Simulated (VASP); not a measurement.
Al:

```xyz
1
Lattice="0.0000 2.0248 2.0248 2.0248 0.0000 2.0248 2.0248 2.0248 0.0000" Properties=species:S:1:pos:R:3 pbc="T T T"
Al    0.0000    0.0000    0.0000
```

```yaml
Program: VASP 6.6.1
Task: relaxation of cell and atoms
Functional: PBEsol
Potentials_or_basis: VASP PAW PBE potentials, release 64 (Al)
Cutoff: 600 eV
k_mesh: 18 × 18 × 18
Occupations: gaussian, width 0.1 eV
Spin: no spin polarisation
```

At the start: pressure -1.9 GPa; volume 16.60 Å³/atom.

Problem. Where does the relaxation end?

Solution. Over 3 steps the energy falls by 2.5 meV/atom and the volume is 16.19 Å³/atom (-2.5 %); space group Fm-3m (No. 225, to 0.05 Å).

Step by step:
```tsv
step	energy change (eV)	largest force (eV/Å)	pressure (GPa)	volume (Å³)
1	0.0000	0.0000	-1.90	16.60
2	-0.0024	0.0000	0.31	16.13
3	-0.0025	0.0000	0.00	16.19
```

Final structure:
```
Al
1.0
     0.00000    2.00804    2.00804
     2.00804    0.00000    2.00804
     2.00804    2.00804    0.00000
Al
1
Direct
  0.00000 0.00000 0.00000
```

Caveat: the PAW data sets were made with another functional, which shifts forces and pressure a little.
